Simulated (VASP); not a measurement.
## Cd₂SO (strained ordered alloy on zincblende lattice), PBE single-point calculation: Ansatz's output and VASP's

```
CELL_PARAMETERS angstrom
4.13059 0.00000 0.00000
0.00000 4.13059 0.00000
0.00000 0.00000 5.28804
ATOMIC_POSITIONS crystal
O 0.00000 0.00000 0.00000
Cd 0.00000 0.50000 0.79805
S 0.50000 0.50000 0.50000
Cd 0.50000 0.00000 0.20195
```

Ansatz printed

```
SCF 1 converged in 7 iterations: F = -17978.893182 eV  dr2 = 8.01e-8
  greatest PAW one-centre occupation: 1.000 electrons in one spin orbital (limit 2), on the Cd atom at site 3 (counted from 0), in its partial waves of l = 0
NSCF: frozen V_eff on 6 k-points
SCF converged after 7 iterations
Free energy (F): -17978.893182 eV
Harris-Foulkes:  -17978.893182 eV  (|F-HF|=1.80e-8)
Internal energy: -17978.892903 eV  (E = F + TS)
E sigma→0 (E₀):  -17978.893042 eV
Entropy (-TS):   -0.000279 eV (-0.070 meV/atom)
Fermi energy:    6.388865 eV
--- Per-component energies (eV) ---
  E_band       = -1025.709750
  E_kinetic    = 1285.034158
  E_local      = -8165.714325  (includes V_loc(G=0)·N_el)
  E_nonlocal   = 145.349013
  E_hartree    = 3726.800312
  E_xc         = -521.323989
  E_vxc        = -620.632851  (∫ρ·V_xc dr)
  E_paw        = -8926.197581  (= ΣΔE_a)
  E_vpaw       = -1123.360618  (= ΣTr[D̂ρ^β])
  E_aug_tail   = 0.002379  (compensation charges beyond the density's cutoff)
  E_ewald      = -5522.842869
  E_smearing   = -0.000279  (= −TS)
  E_closure    = -0.000000  (closes the sum)
  Σ components = -17978.893182   (vs F -17978.893182, Δ=0.00e0)
--- Forces (eV/Å), atoms counted from 1 ---
  atom   1  O      0.00000000     0.00000000     0.00000000
  atom   2  Cd    -0.00000000     0.00000000    -0.10812591
  atom   3  S      0.00000000     0.00000000     0.00000000
  atom   4  Cd     0.00000000     0.00000000     0.10812591
  max |Σ_I F_I| component: 3.12e-17 eV/Å
--- Stress (GPa, compression-positive) ---
       -5.136526       0.000000      -0.000000
        0.000000      -5.136526       0.000000
       -0.000000       0.000000      -3.509209
  P = ⅓ Tr σ = -4.5941 GPa (-45.941 kbar)
--- Band table (eV; the first three rows and the last of 40) ---
  k-point 0: bands = ["-94.4412", "-94.4411", "-55.5639", "-55.5639", "-55.5426", "-55.5410", "-55.4482", "-55.4482", "-9.7280", "-5.1727", "-0.8180", "-0.8180", "-0.7320", "-0.6398", "-0.4195", "-0.4195", "-0.4123", "-0.4039", "-0.2194", "0.0737", "3.5506", "4.6287", "4.6287", "6.3240", "6.3240", "6.3517", "6.4117", "10.8270", "11.2248", "14.7780", "14.7780"]
  k-point 1: bands = ["-94.4412", "-94.4411", "-55.5639", "-55.5639", "-55.5426", "-55.5410", "-55.4482", "-55.4482", "-9.7265", "-5.1620", "-0.8015", "-0.8015", "-0.7340", "-0.6286", "-0.4473", "-0.4473", "-0.4152", "-0.3983", "-0.2251", "0.0040", "3.5804", "4.7180", "4.7180", "5.6976", "6.2479", "6.2479", "7.3173", "10.7859", "11.3194", "14.4421", "14.4421"]
  k-point 2: bands = ["-94.4412", "-94.4411", "-55.5639", "-55.5639", "-55.5425", "-55.5411", "-55.4482", "-55.4482", "-9.7233", "-5.1400", "-0.7585", "-0.7585", "-0.7403", "-0.6033", "-0.5127", "-0.5127", "-0.4153", "-0.3858", "-0.2378", "-0.1374", "3.6372", "4.9322", "4.9322", "5.2869", "6.0588", "6.0588", "8.4021", "10.4698", "11.6566", "13.4771", "14.0019"]
  k-point 39: bands = ["-94.4412", "-94.4412", "-55.5649", "-55.5635", "-55.5418", "-55.5418", "-55.4494", "-55.4476", "-9.6070", "-4.8956", "-0.7220", "-0.6248", "-0.6248", "-0.3831", "-0.3831", "-0.3498", "-0.3498", "-0.3000", "-0.0854", "0.1909", "3.1547", "3.1547", "4.2512", "4.7580", "4.7580", "4.7806", "11.1318", "11.1318", "12.0271", "12.7557", "14.0674"]
```

Each program uses its own PAW datasets. VASP's cell holds 36 valence electrons and Ansatz's 52. Ansatz's stress includes a Pulay correction; VASP's doesn't.

**Question.** What does VASP give for the same cell and level of theory?

**Answer.** gap between bands v and c 0.07 eV; least direct gap 0.07 eV; pressure -4.2 GPa; largest force 0.12 eV/Å.

From OUTCAR

```
k-points           NKPTS =     40   k-points in BZ     NKDIM =     40   number of bands    NBANDS=     26

   NELECT =      36.0000    total number of electrons

   dimension x,y,z NGX =    32 NGY =   32 NGZ =   40
   dimension x,y,z NGXF=    64 NGYF=   64 NGZF=   80

  energy-cutoff  :      520.00
  volume of cell :       90.22
      direct lattice vectors                 reciprocal lattice vectors
     4.130594832  0.000000000  0.000000000     0.242095882  0.000000000  0.000000000
     0.000000000  4.130594832  0.000000000     0.000000000  0.242095882  0.000000000
     0.000000000  0.000000000  5.288041386     0.000000000  0.000000000  0.189105933

 k-points in reciprocal lattice and weights: KPOINTS created by Atomic Simulation Env
   0.00000000  0.00000000  0.00000000       0.005
   0.16666667  0.00000000  0.00000000       0.019
   0.33333333  0.00000000  0.00000000       0.019
   0.50000000  0.00000000  0.00000000       0.009
   0.16666667  0.16666667  0.00000000       0.019
   0.33333333  0.16666667  0.00000000       0.037
   0.50000000  0.16666667  0.00000000       0.019
   0.33333333  0.33333333  0.00000000       0.019
   ...

 E-fermi :   0.2450

 k-point     1 :       0.0000    0.0000    0.0000
  band No.  band energies     occupation
      1     -15.8789      2.00000
      2     -11.3211      2.00000
      3      -6.9685      2.00000
      4      -6.9685      2.00000
      5      -6.8844      2.00000
      6      -6.7850      2.00000
      7      -6.5678      2.00000
      8      -6.5678      2.00000
      9      -6.5654      2.00000
     10      -6.5515      2.00000
     11      -6.3665      2.00000
     12      -6.0706      2.00000
     13      -2.5967      2.00000
     14      -1.5187      2.00000
     15      -1.5187      2.00000
     16       0.1829      1.91422
     17       0.1829      1.91422
     18       0.2023      1.78897
     19       0.2695      0.45403
     20       4.6792      0.00000
     21       5.0762      0.00000
     22       8.6606      0.00000
     23       8.6606      0.00000
     24       8.9336      0.00000
     25       9.6254      0.00000
     26      10.2435      0.00000

 k-point     2 :       0.1667    0.0000    0.0000
  band No.  band energies     occupation
      1     -15.8633      2.00000
      2     -11.2846      2.00000
      3      -6.9496      2.00000
      4      -6.9458      2.00000
      5      -6.8555      2.00000
      6      -6.7425      2.00000
      7      -6.6410      2.00000
      8      -6.6253      2.00000
      9      -6.5143      2.00000
     10      -6.5026      2.00000
     11      -6.3837      2.00000
     12      -6.0377      2.00000
     13      -2.6527      2.00000
     14      -1.7557      2.00000
     15      -1.3882      2.00000
     16      -0.8814      2.00000
     17       0.0733      1.99963
     18       0.1371      1.99098
     19       1.2786      0.00000
     20       5.0009      0.00000
     21       5.4424      0.00000
     22       8.0215      0.00000
     23       8.3419      0.00000
     24       8.7466      0.00000
     25       9.9131      0.00000
     26       9.9742      0.00000

 k-point     3 :       0.3333    0.0000    0.0000
  band No.  band energies     occupation
      1     -15.8323      2.00000
      2     -11.2099      2.00000
      3      -6.9276      2.00000
      4      -6.8982      2.00000
      5      -6.7354      2.00000
      6      -6.7246      2.00000
      7      -6.6452      2.00000
      8      -6.5951      2.00000
      9      -6.5168      2.00000
     10      -6.4821      2.00000
     11      -6.4046      2.00000
     12      -6.0862      2.00000
     13      -2.8609      2.00000
     14      -2.0591      2.00000
     15      -1.5777      2.00000
     16      -1.0838      2.00000
     17      -0.4442      2.00000
     18       0.0018      1.99999
     19       2.5057      0.00000
     20       4.9375      0.00000
     21       5.8582      0.00000
     22       6.9828      0.00000
     23       8.2217      0.00000
     24       8.8791      0.00000
     25       9.3703      0.00000
     26       9.9853      0.00000

 ...

  Total       -2.6460925     -2.6460925     -1.7846340      0.0000000      0.0000000      0.0000000
  in kB      -46.9889313    -46.9889313    -31.6912746      0.0000000      0.0000000      0.0000000
  external PRESSURE =     -41.8897124 kB  Pullay stress =       0.0000000 kB

 POSITION                                       TOTAL-FORCE (eV/Angst)
 -----------------------------------------------------------------------------------
      0.00000      0.00000      0.00000         0.000000      0.000000      0.000000
      0.00000      2.06530      4.22013         0.000000      0.000000     -0.124751
      2.06530      0.00000      1.06791         0.000000      0.000000      0.124751
      2.06530      2.06530      2.64402         0.000000     -0.000000      0.000000
 -----------------------------------------------------------------------------------
    total drift:                                0.000000      0.000000     -0.000000

  FREE ENERGIE OF THE ION-ELECTRON SYSTEM (eV)
  ---------------------------------------------------
  free  energy   TOTEN  =       -13.5221799810 eV

  energy  without entropy=      -13.5219047836  energy(sigma->0) =      -13.52204238
```
